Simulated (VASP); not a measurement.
```xyz
2
Lattice="0.0000 2.1360 2.1360 2.1360 0.0000 2.1360 2.1360 2.1360 0.0000" Properties=species:S:1:pos:R:3 pbc="T T T"
Ti     0.0000     0.0000     0.0000
N      2.1360     2.1360     2.1360
```

These are optB86b-vdW, VASP's PBE PAW potentials (set 64) (plane waves; VASP 6.6.1) values and carry that method's errors. Run with 520 eV cut-off, 15×15×15 Γ-centred mesh, first-order Methfessel-Paxton smearing of 0.10 eV, potentials Ti_sv N.

Give the stress tensor in GPa (positive for a compressed cell).

```
-8.06   0.00   0.00
 0.00  -8.06   0.00
 0.00   0.00  -8.06
```
The pressure is its mean diagonal, -8.06 GPa.

The compound is TiN in the rock salt structure. This cell is one point of a volume scan, at 1.03 of the reference volume. The electron count is odd and the run is not spin-polarised, which forces a metal.
